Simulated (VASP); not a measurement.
Calculation: PBE GGA + U (Dudarev), VASP's PBE PAW potentials (set 64) (plane waves; VASP).

Input for VASP

### KPOINTS
```
Automatic mesh
0
G
11 11 11
0 0 0
```

### POSCAR
```
CuZn
1.0
  2.9426450000   0.0000000000   0.0000000000
  0.0000000000   3.0217000000   0.0000000000
  0.0000000000   0.0000000000   2.8630930000
Zn Cu
1 1
Cart
  1.4713225000   1.5108500000   1.4315465000
  0.0830090728   0.0000000000   0.0000000000
```

INCAR:
```
LCHARG = .False.
SIGMA = 0.1   # width (eV)
ALGO = Normal
LDAUTYPE = 2
LREAL = .False.   # projection in real space or not
EDIFF = 1E-6
LWAVE = .False.
PREC = Accurate
LORBIT = 10
LDAUPRINT = 1
LDAUJ = 0 0
LASPH = .True.   # aspherical one-centre terms
ENCUT = 400   # plane-wave cut-off (eV)
SYSTEM = CuZn
LDAUL = 2 2
LMAXMIX = 4
NELM = 100   # most electronic steps
LDAUU = 2.0 2.0
ISMEAR = 1
ISIF = 2
LDAU = .True.
GGA = PE
```

POTCAR, in this order: Zn Cu (PBE.64 set). Program: vasp_std.

Task: What will the output report for the number of irreducible k-points (NKPTS), number of bands (NBANDS), largest plane-wave count, number of space-group operations, FFT grid (NGX, NGY, NGZ)?

Result: 
```json
{
 "number of irreducible k-points (NKPTS)": "216",
 "number of bands (NBANDS)": "15",
 "largest_plane_wave_count": "474",
 "number_of_space_group_operations": "4",
 "FFT grid (NGX, NGY, NGZ)": "20 × 20 × 20"
}
```

The compound is CuZn in the CsCl type structure. The cell was not relaxed at this level, atoms are displaced from their ideal sites. The run is one of a series of settings (LDAU = .TRUE., LDAUJ = 0 0, LDAUL = 2 2, LDAUTYPE = 2, LDAUU = 2.0 2.0 against the base run), some of them coarse on purpose. The electron count is odd and the run is not spin-polarised, which forces a metal.
